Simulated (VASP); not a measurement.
Calculation: vdW-DF-cx, VASP's PBE PAW potentials (set 64) (plane waves; VASP).

A VASP calculation is set up with these files.

KPOINTS:
```
Automatic mesh
0
Gamma
9 9 9
0 0 0
```

**POSCAR**
```
Bi
1
    4.0987370447    -2.2660225337    -0.0168261876
    4.0987370447     2.2660225337    -0.0168261876
    2.8612367444     0.0000000000     3.7078445100
Bi
2
Direct
  0.2368305522   0.2368305522   0.2368305522
  0.7631694478   0.7631694478   0.7631694478
```

INCAR:
```
LREAL=.FALSE.
AGGAC=0.0
LUSE_VDW=.TRUE.
ISIF=3   ! ions, shape and volume
LMAXMIX=4
LWAVE=.FALSE.
LCHARG=.FALSE.
ENCUT=520   ! plane-wave cut-off (eV)
GGA=CX
ISMEAR=1   ! Methfessel-Paxton
NSW=60   ! most ionic steps
NELM=100   ! most electronic steps
LASPH=.TRUE.
SYSTEM=Bi
EDIFF=1E-6
ALGO=Normal   ! blocked Davidson
SIGMA=0.1   ! width (eV)
PREC=Accurate
IBRION=2   ! conjugate gradients
EDIFFG=-0.01
```

POTCAR, in this order: Bi_d (PBE.64 set). Program: vasp_std.

What VASP printed:

File OUTCAR:
```
 ion  position               nearest neighbor table
   1  0.237  0.237  0.237-   2 3.09   2 3.09   2 3.09   2 3.45   2 3.45   2 3.45
   2  0.763  0.763  0.763-   1 3.09   1 3.09   1 3.09   1 3.45   1 3.45   1 3.45
  LATTYP: Found a trigonal (rhomboedric) cell.
 ALAT       =     4.6834588293
 COS(alpha) =     0.5318067760
 Subroutine PRICEL returns:
 Original cell was already a primitive cell.
 Subroutine GETGRP returns: Found 12 space group operations
The static configuration has the point symmetry D_3d.
The dynamic configuration has the point symmetry D_3d.
 Subroutine INISYM returns: Found 12 space group operations
 Subroutine IBZKPT returns following result:
 Found     85 irreducible k-points:

 Following reciprocal coordinates:
            Coordinates               Weight
  0.000000  0.000000  0.000000      1.000000
  0.111111 -0.000000  0.000000      6.000000
  0.222222 -0.000000  0.000000      6.000000
  0.333333  0.000000  0.000000      6.000000
  0.444444 -0.000000  0.000000      6.000000
  0.111111  0.111111  0.000000      6.000000
  0.222222  0.111111  0.000000     12.000000
  0.333333  0.111111  0.000000     12.000000
...
```

File OSZICAR:
```
       N       E                     dE             d eps       ncg     rms          rms(c)
DAV:   1     0.301916480013E+03    0.30192E+03   -0.16619E+04  3238   0.190E+03
DAV:   2     0.227306876517E+02   -0.27919E+03   -0.27467E+03  3233   0.461E+02
DAV:   3    -0.572652207610E+00   -0.23303E+02   -0.22867E+02  3737   0.156E+02
DAV:   4    -0.138752507777E+01   -0.81487E+00   -0.81225E+00  3566   0.316E+01
DAV:   5    -0.143203187004E+01   -0.44507E-01   -0.44504E-01  4461   0.662E+00    0.100E+00
DAV:   6    -0.142749239517E+01    0.45395E-02   -0.20946E-02  3901   0.162E+00    0.594E-01
DAV:   7    -0.142634570308E+01    0.11467E-02   -0.12566E-02  3786   0.141E+00    0.111E-01
DAV:   8    -0.142649140103E+01   -0.14570E-03   -0.15859E-03  3502   0.511E-01    0.181E-02
DAV:   9    -0.142650659776E+01   -0.15197E-04   -0.64082E-05  4452   0.796E-02    0.969E-03
DAV:  10    -0.142650722846E+01   -0.63071E-06   -0.59267E-06  2722   0.169E-02
   1 F= -.14265072E+01 E0= -.14265116E+01  d E =-.142651E+01
```

OUTCAR:
```
------------------------ aborting loop because EDIFF is reached ----------------------------------------
  FORCE on cell =-STRESS in cart. coord.  units (eV):
  Direction    XX          YY          ZZ          XY          YZ          ZX
  --------------------------------------------------------------------------------------
  Total        0.0120743      0.0028374      0.0038570      0.0000000      0.0000000      0.0030689
  in kB        0.2799848      0.0657949      0.0894385      0.0000000      0.0000000      0.0711634
  external PRESSURE =       0.1450727 kB  Pullay stress =       0.0000000 kB
  volume of cell :       69.09
      direct lattice vectors                 reciprocal lattice vectors
     4.098737045 -2.266022534 -0.016826188     0.121603572 -0.220650939 -0.093837972
     4.098737045  2.266022534 -0.016826188     0.121603572  0.220650939 -0.093837972
     2.861236744  0.000000000  3.707844510     0.001103673  0.000000000  0.268846799
 POSITION                                       TOTAL-FORCE (eV/Angst)
 -----------------------------------------------------------------------------------
      2.61904      0.00000      0.87016         0.000945      0.000000      0.000314
      8.43967      0.00000      2.80403        -0.000945      0.000000     -0.000314
 -----------------------------------------------------------------------------------
    total drift:                               -0.000000     -0.000000      0.000000
  FREE ENERGIE OF THE ION-ELECTRON SYSTEM (eV)
  ---------------------------------------------------
  free  energy   TOTEN  =        -1.4265072285 eV

  energy  without entropy=       -1.4265204044  energy(sigma->0) =       -1.42651162

 reached required accuracy - stopping structural energy minimisation
```
(Selected blocks of OUTCAR.)

The compound is Bi in the a7 structure. It was relaxed first. The start is the result of an earlier pass.
